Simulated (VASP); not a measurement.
A run of VASP 6.6.1 is set up as follows.

File INCAR:

```
SYSTEM = SrAl
PREC = Accurate
ENCUT = 520
EDIFF = 1E-6
ISMEAR = 0
SIGMA = 0.1
LREAL = .FALSE.
LASPH = .TRUE.
NELM = 60
ALGO = Normal
ISIF = 2
LWAVE = .FALSE.
LCHARG = .TRUE.
LDIPOL = .TRUE.
IDIPOL = 3
DIPOL = 0.5 0.5 0.293
GGA = PE
LELF = .TRUE.
LVHAR = .TRUE.
LVACPOTAV = .TRUE.
NBANDS = 14
```

KPOINTS

```
Automatic mesh
0
G
  6 6 1
  0 0 0
```

Contents of POSCAR:

```
SrAl
1.0
    3.6732037059      0.0000003165      0.0000000000
   -1.8366021270      3.1810875643      0.0000000000
    0.0000000000      0.0000000000     28.9947423600
Sr Al
1 1
Direct
    0.0000000000      0.0000000000      0.2374300907
    0.0000000000      0.0000000000      0.3488831033
```

Potentials or basis: VASP PAW PBE potentials, release 64 (Sr_sv, Al).

The run is started by

```console
$ cat potpaw_PBE.64/Sr_sv/POTCAR potpaw_PBE.64/Al/POTCAR > POTCAR
$ mpirun -np 1 vasp_std > vasp.out
```

(1) What does it give for the band gap on the k mesh?

(2) Estimate the largest force.

(3) Predict the work function of the lower face.

Answers

(1) none (metal or under the smearing width).

(2) 0.013 eV/Å.

(3) 2.84 eV.
